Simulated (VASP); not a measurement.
Here is the system:

```
K
1.0
   -2.64000     2.64000     2.64000
    2.64000    -2.64000     2.64000
    2.64000     2.64000    -2.64000
K
1
Direct
  0.00000   0.00000   0.00000
```

Computed with PBE GGA, VASP's PBE PAW potentials (set 64) (plane waves; VASP). Numerical set-up: PREC = Low, 400 eV cut-off, 9×9×9 Γ-centred mesh, first-order Methfessel-Paxton smearing of 0.10 eV, potentials K_sv.

**Question.** Predict the energy per atom (σ→0), band gap (on the k-mesh) with the smallest direct gap where there is one.

**Answer.** 
band gap (on the k-mesh): none (metal, semimetal or under 0.01 eV)
energy per atom (σ→0): -1051 meV/atom

The compound is K in the bcc structure. The cell was not relaxed at this level. The run is one of a series of settings (PREC = Low against the base run), some of them coarse on purpose.
